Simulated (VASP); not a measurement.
**Ag: a series in biaxial strain in the (111) plane**

How do stress and energy of Ag follow biaxial strain in the (111) plane?

Calculated with VASP 6.6.1; r2SCAN; plane waves and PAW (Ag), in the first sound run; inputs show where later runs differ.

## (1) The structure

The structure is cubic, space group Fm-3m (No. 225). The conventional cell has a = 4.090 Å, b = 4.090 Å, c = 4.090 Å, α = 90.00°, β = 90.00°, γ = 90.00°. Nearest to Ag lie 12 Ag at 2.89 Å.

## (2) Relax the crystal, r2SCAN

The series starts from the cell that this level prefers, so that zero strain is near zero stress.

This step took 2 runs in a row; the last is shown.

Level: r2SCAN; plane waves and PAW (Ag).

Contents of INCAR:

```
SYSTEM = Ag
PREC = Accurate
ENCUT = 450
EDIFF = 1E-07
NELM = 120
ISMEAR = 1
SIGMA = 0.15
LREAL = .FALSE.
ALGO = Normal
METAGGA = R2SCAN
LASPH = .TRUE.
NBANDS = 11
LORBIT = 11
LWAVE = .FALSE.
LCHARG = .FALSE.
KPAR = 8
IBRION = 2
NSW = 40
ISIF = 3
EDIFFG = -0.005
POTIM = 0.4
```

Contents of POSCAR:

```
Ag
1.0
    0.0000000000      2.0532657532      2.0532657532
    2.0532657532      0.0000000000      2.0532657532
    2.0532657532      2.0532657532      0.0000000000
Ag
1
Direct
    0.0000000000      0.0000000000      0.0000000000
```

Contents of KPOINTS:

```
Automatic mesh
0
Gamma
25 25 25
0 0 0
```

The projector-augmented-wave data sets are Ag (PBE family, release 64).

Started as:

```sh
$ mpirun -np 8 vasp_std
```

Output:

```text
[banner, memory and clock lines left out]
running    8 mpi-ranks, on    1 nodes
[...]
|                                                                             |
|           W    W    AA    RRRRR   N    N  II  N    N   GGGG   !!!           |
|           W    W   A  A   R    R  NN   N  II  NN   N  G    G  !!!           |
|           W    W  A    A  R    R  N N  N  II  N N  N  G       !!!           |
|           W WW W  AAAAAA  RRRRR   N  N N  II  N  N N  G  GGG   !            |
|           WW  WW  A    A  R   R   N   NN  II  N   NN  G    G                |
|           W    W  A    A  R    R  N    N  II  N    N   GGGG   !!!           |
|                                                                             |
|     For optimal performance we recommend to set                             |
|       NCORE = 2 up to number-of-cores-per-socket                            |
|     NCORE specifies how many cores store one orbital (NPAR=cpu/NCORE).      |
|     This setting can greatly improve the performance of VASP for DFT.       |
[...]
DAV:   4    -0.213561211629E+02    0.29660E-05   -0.26831E-06 10784   0.102E-02    0.211E-03
DAV:   5    -0.213561211679E+02   -0.49124E-08   -0.37799E-07  9615   0.607E-03
   2 F= -.21356121E+02 E0= -.21356017E+02  d E =0.323946E-05
 trial-energy change:    0.000003  1 .order   -0.000001   -0.000010    0.000009
 step:   0.2865(harm=  0.5393)  dis= 0.00000  next Energy=   -21.356126 (dE=-0.141E-05)
[...]
N       E                     dE             d eps       ncg     rms          rms(c)
DAV:   1    -0.213562187528E+02   -0.97590E-04   -0.15853E-03 10700   0.432E-01    0.637E-02
DAV:   2    -0.213561227385E+02    0.96014E-04   -0.39159E-04 10769   0.183E-01    0.185E-02
DAV:   3    -0.213561241043E+02   -0.13658E-05   -0.31300E-06 11479   0.180E-02    0.134E-02
DAV:   4    -0.213561251466E+02   -0.10424E-05   -0.13976E-06 10748   0.737E-03    0.152E-03
DAV:   5    -0.213561250277E+02    0.11899E-06   -0.19769E-07  5710   0.440E-03    0.574E-04
DAV:   6    -0.213561248919E+02    0.13581E-06   -0.46703E-09  5194   0.753E-04    0.714E-05
DAV:   7    -0.213561249063E+02   -0.14421E-07   -0.48752E-10  5194   0.204E-04
   3 F= -.21356125E+02 E0= -.21356021E+02  d E =-.498960E-06
[...]
reached required accuracy - stopping structural energy minimisation
```

The job ended after 85 s (8 MPI ranks of Intel Xeon Platinum 8488C (Sapphire Rapids), shared host; peak memory 1.5 GiB; 11 min of CPU time).

Lines that name or quote the potential files are left out of all logs, and their timing lines are given in words.

From OUTCAR (step 2):

```text
  Total        0.0010212      0.0010212      0.0010212     -0.0000000      0.0000000     -0.0000000
  in kB        0.0944777      0.0944777      0.0944777     -0.0000000      0.0000000     -0.0000000
  external PRESSURE =       0.0944777 kB  Pullay stress =       0.0000000 kB

 POSITION                                       TOTAL-FORCE (eV/Angst)
 -----------------------------------------------------------------------------------
      0.00000      0.00000      0.00000        -0.000000      0.000000      0.000000
 -----------------------------------------------------------------------------------
    total drift:                                0.000000      0.000000      0.000000

  FREE ENERGIE OF THE ION-ELECTRON SYSTEM (eV)
  ---------------------------------------------------
  free  energy   TOTEN  =       -21.3561249063 eV

  energy  without entropy=      -21.3558129428  energy(sigma->0) =      -21.35602092

 reached required accuracy - stopping structural energy minimisation

[... 3 further parts left out ...]
[key lines of the parts left out:]
E-fermi :   8.2293
```

This run gave:

- energy(sigma→0) of the program: -21.3560 eV
- stress, compression positive: 0.01 along [111], 0.01 across it (mean), GPa
- volume: 17.318 Å³
- ionic steps: 3

## (3) Strain along the normal, r2SCAN

One member in full: the plane is strained by -1.5 %, and the strain along the normal is moved by secant steps until the normal stress is under 0.012 GPa or five steps are spent; the atoms relax at each step.

This step took 3 runs, each at a new trial strain with the atoms of the one before; the last is shown.

Level: r2SCAN; plane waves and PAW (Ag).

INCAR, as its differences from that of step 2:

```diff
@@ -15,7 +15,7 @@
 LCHARG = .FALSE.
-KPAR = 8
-IBRION = 2
-NSW = 40
-ISIF = 3
-EDIFFG = -0.005
-POTIM = 0.4
+KPAR = 2
+IBRION = 1
+NSW = 25
+ISIF = 2
+EDIFFG = -0.004
+POTIM = 0.3
```

Contents of POSCAR:

```
Ag
1.0
    0.0414148080      2.0640941900      2.0640941900
    2.0640941900      0.0414148080      2.0640941900
    2.0640941900      2.0640941900      0.0414148080
Ag
1
Direct
    0.0000000000      0.0000000000      0.0000000000
```

KPOINTS is that of step 2.

Started as:

```sh
$ mpirun -np 2 vasp_std
```

Output:

```text
[banner, memory and clock lines left out]
running    2 mpi-ranks, on    1 nodes
[...]
[... a notice as in an earlier step ...]

 LDA part: xc-table for (None), standard interpolation
 POSCAR, INCAR and KPOINTS ok, starting setup
[...]
entering main loop
       N       E                     dE             d eps       ncg     rms          rms(c)
DAV:   1     0.251589852074E+02    0.25159E+02   -0.51901E+03 32814   0.824E+02
DAV:   2    -0.241568485684E+02   -0.49316E+02   -0.46928E+02 36393   0.191E+02
DAV:   3    -0.248121603406E+02   -0.65531E+00   -0.65489E+00 37052   0.241E+01
DAV:   4    -0.248149780227E+02   -0.28177E-02   -0.28175E-02 36124   0.159E+00
[...]
DAV:  12    -0.213521468950E+02    0.25399E-05   -0.13230E-05 37334   0.385E-02    0.111E-03
DAV:  13    -0.213521470994E+02   -0.20436E-06   -0.36980E-07 35370   0.586E-03    0.141E-03
DAV:  14    -0.213521470196E+02    0.79742E-07   -0.39905E-07 34201   0.643E-03
   1 F= -.21352147E+02 E0= -.21352032E+02  d E =-.213521E+02
 BRION: g(F)=  0.117E-61 g(S)=  0.000E+00
 reached required accuracy - stopping structural energy minimisation
```

Elapsed: 6.8 min, on 2 MPI ranks; peak memory 0.64 GiB.

From OUTCAR (step 3):

```text
  Total        0.1835449      0.1835449      0.1835449     -0.0915377     -0.0915377     -0.0915377
  in kB       17.2386838     17.2386838     17.2386838     -8.5972932     -8.5972932     -8.5972932
  external PRESSURE =      17.2386838 kB  Pullay stress =       0.0000000 kB

 POSITION                                       TOTAL-FORCE (eV/Angst)
 -----------------------------------------------------------------------------------
      0.00000      0.00000      0.00000         0.000000      0.000000      0.000000
 -----------------------------------------------------------------------------------
    total drift:                                0.000000      0.000000      0.000000

  FREE ENERGIE OF THE ION-ELECTRON SYSTEM (eV)
  ---------------------------------------------------
  free  energy   TOTEN  =       -21.3521470196 eV

  energy  without entropy=      -21.3518007584  energy(sigma->0) =      -21.35203160

[... 1 part as in an earlier step ...]

[... 3 further parts left out ...]
[key lines of the parts left out:]
E-fermi :   8.4580
```

Read from the output:

| Quantity | Value |
| --- | --- |
| energy(sigma→0) of the program | -21.3520 eV |
| stress, compression positive | 0.00 along [111], 2.58 across it (mean), GPa |
| ionic steps | 1 |

## (4) All members

The other members went through these steps as far as the tables show, with the same cutoff and, step by step, the same mesh; 29 runs are not shown. The session took 6.4 core hours (wall time by ranks) on a shared machine.

| in-plane strain (%) | strain along the normal (%) | in-plane stress, tension positive (GPa) | energy above the unstrained row, extrapolated to no smearing (meV/atom) |
| --- | --- | --- | --- |
| -2.000 | 2.002 | -3.673 | 7.342 |
| -1.500 | 1.525 | -2.584 | 3.993 |
| -1.000 | 1.030 | ? | ? |
| -0.500 | 0.526 | -0.756 | 0.409 |
| 0 | -0.006 | 0.002 | 0.000 |
| 0.500 | -0.552 | 0.669 | 0.343 |
| 1.000 | -1.081 | 1.313 | 1.361 |
| 1.500 | -1.581 | 1.954 | 3.091 |
| 2.000 | -2.046 | 2.587 | 5.521 |

## (5) Stress from the known rows

A least-squares parabola through the 8 rows shown, with e the strain in %: stress = − 0.1313 e² + 1.536 e − 0.02300 (GPa), r.m.s. residual 0.051 GPa.

At e = -1 this predicts -1.691 GPa.

## (6) Prediction against calculation

The calculation gives -1.627 GPa, so the prediction is 0.064 GPa too low, within twice the residual of the fit.

Slopes at zero strain, from cubics through all rows: strain ratio -1.071, stress over strain 144 GPa.

## (7) What came out

- error of the predicted stress: -0.064 GPa
- ratio of normal to in-plane strain: -1.071
- biaxial modulus: 144 GPa

As a check, the curvature of the energy gives 141 GPa for the same modulus (energy per volume = M × strain²), 2 % from the slope of the stress; these energies are extrapolated to no smearing, while the stress belongs to the free energy, so part of the difference may come from that. These are static values: temperature and zero-point motion are left out. In a metal the slopes also depend on mesh and smearing, which were held through the series.

[Lines on the potential files, build, host, timing and source positions are cut from VASP's logs without a mark.]

[Logs are printed without paths, hosts, clocks, repeated set-up lines and the standing remarks that a program may print on its own settings, such as how far it seeks lower states.]

[Hosts, paths, dates, database ids (printed as entryN), source tags and the programs' standing remarks are cut or masked in the printed files.]

[In band tables of VASP the shares of atoms and orbitals are scaled to a sum of 1 inside the atoms' spheres.]
